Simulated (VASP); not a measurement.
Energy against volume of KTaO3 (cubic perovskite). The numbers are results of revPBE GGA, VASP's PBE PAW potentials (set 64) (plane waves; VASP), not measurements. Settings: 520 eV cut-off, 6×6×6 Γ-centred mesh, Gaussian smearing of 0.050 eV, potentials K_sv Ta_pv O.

```
V (Å³/atom)  E (eV/atom)
-----------  -----------
12.504          -7.84053
12.903          -7.86360
13.302          -7.87087
13.701          -7.86475
```

**Question.** Fit these four points and predict the energy of the run at 14.100 Å³/atom.

**Answer.** A cubic in V^(−2/3), the third-order Birch-Murnaghan form, passes through the four points with V0 = 13.31 Å³/atom and B0 = 178 GPa, and gives -7.8473 eV/atom there. The run gave -7.8473 eV/atom, -0.1 meV/atom from the fit; all five points give B0 = 178 GPa.

The compound is KTaO3 in the cubic perovskite structure. It was relaxed first.
